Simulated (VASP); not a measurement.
Given:

```
CELL_PARAMETERS angstrom
     -0.00473     5.44421     5.47169
      5.44421    -0.00473     5.47169
      2.71974     2.71974     0.00000
ATOMIC_POSITIONS crystal
  Ga 0.99885 0.99885 0.00230
  Ga 0.00012 0.50124 0.99865
  Ga 0.50124 0.00012 0.99865
  As 0.12488 0.12488 0.25024
  As 0.15767 0.61331 0.22902
  As 0.61331 0.15767 0.22902
  As 0.60664 0.60664 0.28672
  B  0.49729 0.49729 0.00541
```

Method: PBEsol GGA, VASP's PBE PAW potentials (set 64) (plane waves; VASP 6.6.1). Settings: 520 eV cut-off, Gaussian smearing of 0.050 eV, potentials Ga_d As B.

Give the energies of bands 23 to 36 at the high-symmetry points, in eV from the valence-band maximum.

| band | Γ | Y | C0 | Z | A0 | T | S | R |
|---|---|---|---|---|---|---|---|---|
| 23 | -3.49 | -4.31 | -4.54 | -5.94 | -6.84 | -7.16 | -4.32 | -6.57 |
| 24 | -3.38 | -4.29 | -4.49 | -4.48 | -3.69 | -3.59 | -3.84 | -4.33 |
| 25 | -1.78 | -3.77 | -3.28 | -4.25 | -3.62 | -3.47 | -3.68 | -3.92 |
| 26 | -1.78 | -3.06 | -3.08 | -4.23 | -3.46 | -3.26 | -3.20 | -3.88 |
| 27 | -1.53 | -2.51 | -2.32 | -4.09 | -2.97 | -2.98 | -2.14 | -3.61 |
| 28 | -1.08 | -1.69 | -1.98 | -3.78 | -2.63 | -1.83 | -1.43 | -2.99 |
| 29 | -0.28 | -1.65 | -1.83 | -3.72 | -2.17 | -1.44 | -0.97 | -2.49 |
| 30 | -0.16 | -1.44 | -1.56 | -2.01 | -1.67 | -1.37 | -0.64 | -2.20 |
| 31 | 0.00 | -1.20 | -0.76 | -1.19 | -1.57 | -1.12 | -0.60 | -2.09 |
| 32 | 0.18 | 0.89 | 1.07 | 1.92 | 1.11 | 0.51 | 0.51 | 1.30 |
| 33 | 0.85 | 1.42 | 2.08 | 3.06 | 1.16 | 0.68 | 1.67 | 1.52 |
| 34 | 0.98 | 2.42 | 2.52 | 4.09 | 1.35 | 0.95 | 1.94 | 2.15 |
| 35 | 1.27 | 3.07 | 2.93 | 4.16 | 1.71 | 1.11 | 2.29 | 2.33 |
| 36 | 1.49 | 3.10 | 3.11 | 4.23 | 2.08 | 1.32 | 3.58 | 4.07 |

The gap is direct, 0.18 eV, from the valence maximum at Γ to the conduction minimum at Γ.

The structure was generated: Ga3As4B was put into an ordered model structure (Amm2), which need not be its known phase. It was relaxed first.
